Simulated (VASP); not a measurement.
Given:

```
C
1.0
    1.23000    -2.13042     0.00000
    1.23000     2.13042     0.00000
    0.00000     0.00000     6.71000
C
4
Cartesian
  0.00000   0.00000   1.67750
  0.00000   0.00000   5.03250
  1.23000   0.71014   1.67750
  1.23000  -0.71014   5.03250
```

Computed with PBE GGA, VASP's PBE PAW potentials (set 64) (plane waves; VASP 6.6.1). Numerical set-up: PREC = Normal, 500 eV cut-off, 6×6×2 Γ-centred mesh, Fermi-Dirac smearing of 0.10 eV, potentials C_GW_new.

Give the stress tensor in GPa (positive for a compressed cell).

```
3.92  0.00  0.00
0.00  3.92  0.00
0.00  0.00  2.84
```
The pressure is its mean diagonal, 3.56 GPa.

The compound is C in the graphite structure. The cell was not relaxed at this level. The k-mesh is coarse (spacing up to 0.49 per Å, 2π included), so the numbers may not be converged in it.
